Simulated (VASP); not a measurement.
# MnS (Fm-3m) in VASP: a series of runs, part 2 of 2

VASP 6.6.1. Earlier steps stand in the parts before.

## (3) Relaxation of cell and atoms, PBEsol, collinear spin, ferromagnetic start

This run uses another cell than the first one, of 15.08 Å³/atom, 0.853 times its volume.

Contents of INCAR:

```
ALGO = Normal ; AMIX = 0.2
AMIX_MAG = 0.8 ; BMIX = 1E-4
BMIX_MAG = 1E-4 ; EDIFF = 1E-7
EDIFFG = -0.005 ; ENCUT = 600
GGA = PS ; IBRION = 2
ISIF = 3 ; ISMEAR = 0
ISPIN = 2 ; LASPH = True
LCHARG = False ; LMAXMIX = 4
LORBIT = 11 ; LREAL = False
LWAVE = False ; MAGMOM = 4 0
NELM = 150 ; NSW = 90
PREC = Accurate ; SIGMA = 0.03
```

Contents of KPOINTS:

```
k-points
0
Gamma
  10 10 10
```

Contents of POSCAR:

```
MnS                                     
1.0
   -0.0000000000      2.4703211549      2.4703211549
    2.4703211549      0.0000000000      2.4703211549
    2.4703211549      2.4703211549      0.0000000000
  Mn              S             
     1     1
Direct
     0.0000000000000000    0.0000000000000000    0.0000000000000000
     0.5000000000000000    0.5000000000000000    0.5000000000000000
```

Potentials or basis: VASP PAW PBE potentials, release 64 (Mn_pv, S).

Run with:

```bash
cat potpaw_PBE.64/Mn_pv/POTCAR potpaw_PBE.64/S/POTCAR > POTCAR
mpirun -np 1 vasp_std > vasp.out
```

OUTCAR:

```text
AMIX = 0.2
   AMIX_MAG = 0.8
   EDIFF = 1E-7
   EDIFFG = -0.005
   ENCUT = 600
   GGA = PS
   IBRION = 2
   ISIF = 3
   ISMEAR = 0
   ISPIN = 2
   LASPH = True
   LORBIT = 11
   LREAL = False
   NELM = 150
   NSW = 90
   PREC = Accurate

 ion  position               nearest neighbor table
   1  0.000  0.000  0.000-   2 2.47   2 2.47   2 2.47   2 2.47   2 2.47   2 2.47
   2  0.500  0.500  0.500-   1 2.47   1 2.47   1 2.47   1 2.47   1 2.47   1 2.47

  LATTYP: Found a face centered cubic cell.
[... 1085 lines left out ...]
  external PRESSURE =       0.3628044 kB  Pullay stress =       0.0000000 kB

 VOLUME and BASIS-vectors are now :
 -----------------------------------------------------------------------------
  energy-cutoff  :      600.00
  volume of cell :       30.15
      direct lattice vectors                 reciprocal lattice vectors
     0.000000000  2.470321155  2.470321155    -0.202402833  0.202402833  0.202402833
     2.470321155  0.000000000  2.470321155     0.202402833 -0.202402833  0.202402833
     2.470321155  2.470321155  0.000000000     0.202402833  0.202402833 -0.202402833

 POSITION                                       TOTAL-FORCE (eV/Angst)
 -----------------------------------------------------------------------------------
      0.00000      0.00000      0.00000         0.000000      0.000000      0.000000
      2.47032      2.47032      2.47032        -0.000000     -0.000000     -0.000000
 -----------------------------------------------------------------------------------
    total drift:                               -0.000000      0.000000      0.000000

  FREE ENERGIE OF THE ION-ELECTRON SYSTEM (eV)
  ---------------------------------------------------
  free  energy   TOTEN  =       -14.9867072615 eV

  energy  without entropy=      -14.9862253296  energy(sigma->0) =      -14.98646630

 reached required accuracy - stopping structural energy minimisation

 total charge

# of ion       s       p       d       tot
------------------------------------------
    1        0.250   6.218   5.031  11.498
    2        1.323   2.394   0.000   3.717
--------------------------------------------------
tot          1.572   8.612   5.031  15.215

 magnetization (x)

# of ion       s       p       d       tot
------------------------------------------
    1        0.053   0.043   3.699   3.795
    2        0.026   0.031   0.000   0.057
--------------------------------------------------
tot          0.079   0.075   3.699   3.852
```

CONTCAR:

```text
MnS
   1.00000000000000
     0.0000000000000000    2.4703211549000001    2.4703211549000001
     2.4703211549000001    0.0000000000000000    2.4703211549000001
     2.4703211549000001    2.4703211549000001    0.0000000000000000
  Mn              S
     1     1
Direct
     0.0000000000000000    0.0000000000000000    0.0000000000000000
     0.5000000000000000    0.5000000000000000    0.5000000000000000

  0.00000000E+00  0.00000000E+00  0.00000000E+00
  0.00000000E+00  0.00000000E+00  0.00000000E+00
```

It took 26 s on 1 thread of Intel Xeon Platinum 8559C (Emerald Rapids), shared host; peak memory 0.19 GiB.

What came out:

```yaml
Free_energy: -14.9867 eV
Pressure_after_relaxing: 0.0 GPa
Band_gap_on_the_k_mesh: none (metal or under the smearing width)
Net_moment: 4.11 μB per cell
Site_moments: Mn +3.79; S +0.06 μB
Valence_electrons_inside_the_program's_atomic_spheres: Mn 11.50; S 3.72
```

Final structure:
```
CELL_PARAMETERS angstrom
0.00000 2.47032 2.47032
2.47032 0.00000 2.47032
2.47032 2.47032 0.00000
ATOMIC_POSITIONS crystal
Mn 0.00000 0.00000 0.00000
S 0.50000 0.50000 0.50000
```

Levels at points of the mesh, in eV from the Fermi level:
Spin up:
```csv
k point,band 9,band 10,band 11,band 12,band 13,band 14,band 15
"(0.00, 0.00, 0.00)",-3.29,-2.07,-2.07,-2.07,2.96,8.96,8.96
"(0.50, 0.00, 0.00)",-2.62,-2.16,1.08,1.08,2.82,5.47,5.47
"(0.50, 0.50, 0.00)",-2.93,-2.42,-2.42,-1.76,1.23,5.70,11.50
```
Spin down:
| k point | band 5 | band 6 | band 7 | band 8 | band 9 | band 10 |
| --- | --- | --- | --- | --- | --- | --- |
| (0.00, 0.00, 0.00) | -1.86 | -1.86 | -1.86 | -0.29 | -0.29 | -0.29 |
| (0.50, 0.00, 0.00) | -7.55 | -4.11 | -4.11 | 1.00 | 1.00 | 1.28 |
| (0.50, 0.50, 0.00) | -6.60 | -3.72 | -3.72 | -1.73 | 0.40 | 1.31 |

Caveat: the relaxation stopped at its first step, so nothing moved; the PAW data sets were made with another functional, which shifts forces and pressure a little; a cell with one magnetic atom can't hold antiferromagnetic order, which such compounds often take; semilocal functionals often make such compounds metallic where correlation or magnetic order opens a gap, which also shifts bond lengths. With open d or f shells a metallic result of PBEsol can be an artefact of self-interaction; +U or a hybrid may open a gap.
